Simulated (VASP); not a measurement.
Wanted: the native input for a VASP 6.6.1 run.

```
Task                   : single point
Functional             : PBE
Potentials or basis    : VASP PAW PBE potentials, release 64 (Ba_sv, V_sv, Tl_d, O)
Cutoff                 : 520 eV
k mesh                 : 4 × 4 × 4
Occupations            : fermi-dirac, width 0.05 eV
Spin                   : collinear spin, ferromagnetic start
Starting moments       : [0.0, 0.0, 2.0, 2.0, 2.0, 0.0, 0.0, 0.0, 0.0, 0.0, 0.0, 0.0, 0.0, 0.0, 0.0, 0.0, 0.0, 0.0, 0.0, 0.0, 0.0, 0.0] μB
Further INCAR settings : ALGO = Normal; EDIFF = 1e-07; NBANDS = 119
```

The structure of Ba2Tl5V3O12 lies in POSCAR:

```
Ba2Tl5V3O12
1.0
    8.1542100000      0.0000000000      0.0000000000
   -4.0771100000      7.0617600000      0.0000000000
    0.0000000000      0.0000000000      6.9212800000
Ba V Tl O
2 3 5 12
Direct
    0.0058770000      0.0053610000      0.2380310000
    0.0035450000     -0.0016430000      0.7641320000
    0.4899480000     -0.0060980000     -0.0027120000
   -0.0024910000      0.5057060000      0.0068080000
    0.5008650000      0.5032170000      0.0044150000
    0.4978140000     -0.0040480000      0.5060370000
    0.0063230000      0.5089420000      0.4978410000
    0.5065550000      0.5003980000      0.5011790000
    0.3410060000      0.6703170000      0.2261470000
    0.6687790000      0.3338290000      0.7721730000
    0.3326230000      0.3412970000      0.8125160000
    0.6616460000      1.0021620000      0.8178240000
   -0.0068360000      0.6569210000      0.8165420000
    0.3403900000      0.3361630000      0.1928180000
    0.9947940000      0.6533120000      0.1924770000
    0.6670380000      0.0054200000      0.1866570000
    0.6524850000      0.6522130000      0.1898370000
    0.3413730000      0.0041070000      0.1875630000
    0.9973250000      0.3462690000      0.1876920000
    0.6567960000      0.6632680000      0.8153400000
    0.0012980000      0.3427430000      0.8141570000
    0.3362010000      0.9947900000      0.8200080000
```

The cell was built by a generator and needn't be a form met in nature.

The cell isn't the ideal one: atoms moved at random, drawn with an rms of 0.05 Å.

These files were run (other wordings do the same):

INCAR

```
PREC = Accurate ; ENCUT = 520
EDIFF = 1E-7 ; ISMEAR = -1
SIGMA = 0.05 ; LREAL = F
LASPH = T ; NELM = 100
ALGO = Normal ; ISIF = 2
LWAVE = F ; LCHARG = F
ISPIN = 2 ; MAGMOM = 0 0 2 2 2 0 0 0 0 0 0 0 0 0 0 0 0 0 0 0 0 0
LORBIT = 11 ; LMAXMIX = 4
GGA = PE ; NBANDS = 119
KPAR = 4
```

KPOINTS

```
Automatic mesh
0
Gamma
  4 4 4
```

Potentials or basis: VASP PAW PBE potentials, release 64 (Ba_sv, V_sv, Tl_d, O).

Launch:

```bash
$ cat potpaw_PBE.64/Ba_sv/POTCAR potpaw_PBE.64/V_sv/POTCAR potpaw_PBE.64/Tl_d/POTCAR potpaw_PBE.64/O/POTCAR > POTCAR
$ mpirun -np 4 vasp_std > vasp.out
```

It gave:

The pressure is 0.6 GPa and the largest force is 1.380 eV/Å. The band gap on the k mesh is none (metal or under the smearing width) and the net moment is 0.00 μB per cell. The valence electrons inside the program's atomic spheres are Ba 7.85, 7.86; V 11.66, 11.70, 11.63; Tl 11.13, 11.26, 11.24; O 4.91, 4.92, 4.95, 4.96, 4.90, 4.93, 4.94.

Caveat: semilocal functionals often make such compounds metallic where correlation or magnetic order opens a gap, which also shifts bond lengths.

Run time: 37 min on 4 MPI ranks on AMD EPYC 7R13 Processor (Zen 3), with other jobs on the host, peak memory 2.3 GiB a rank.
